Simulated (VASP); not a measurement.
VASP input:

KPOINTS:
```
Automatic
0
Gamma
  6 6 6
```

### POSCAR
```
Si2W
1.0
 -1.5729670000   1.5729670000   3.8175480000
  1.5729670000  -1.5729670000   3.8175480000
  1.5729670000   1.5729670000  -3.8175480000
Si W
2 1
direct
  0.3349900000   0.3349900000   0.0000000000
  0.6650100000   0.6650100000   0.0000000000
  0.0000000000   0.0000000000   0.0000000000
```

### INCAR
```
SYSTEM=Si2W
PREC=Accurate; ENCUT=300; LREAL=F
LASPH=T
EDIFF=1E-6; NELM=100; ALGO=Normal
LMAXMIX=6
ISMEAR=-1; SIGMA=0.05
GGA=PE
ISIF=2
LWAVE=F; LCHARG=F
```

POTCAR, in this order: Si W_sv (PBE.64 set). Program: vasp_std.

Q: Translate this PBE calculation to Ansatz.

A: One equivalent input (not run):
Ansatz 0.2 input:
```yaml
crystal:
  lattice:
    - [-1.5729670, 1.5729670, 3.8175480]
    - [1.5729670, -1.5729670, 3.8175480]
    - [1.5729670, 1.5729670, -3.8175480]
  atoms:
    - { symbol: Si, position: [0.3349900, 0.3349900, 0.0000000] }
    - { symbol: Si, position: [0.6650100, 0.6650100, 0.0000000] }
    - { symbol: W, position: [0.0000000, 0.0000000, 0.0000000] }
kpoints:
  mp_grid: { grid: [6, 6, 6] }
hamiltonian:
  xc: pbe
  pseudopotentials: { kind: paw }
scf:
  occupations: { method: fermi_dirac, width: 0.05 }
  max_iter: 100
output: { forces: true, stress: true, eigenvalues: true }
```
The two are equivalent in intent, not identical: each code has its own PAW files, so the cut-off isn't converted (ENCUT is set for VASP's; basis.ecutwfc is left out, and Ansatz then takes the one that its files recommend); Ansatz stops its SCF on the density residual and VASP on the energy change (EDIFF).

The structure comes from a computed database's Si2W entry; how it stands against other phases isn't given here. The cell was not relaxed at this level. The k-mesh is coarse (spacing up to 0.47 per Å, 2π included), so the numbers may not be converged in it. The run is one of a series of settings (KPOINTS 6×6×6 Γ-centred mesh against the base run), some of them coarse on purpose.
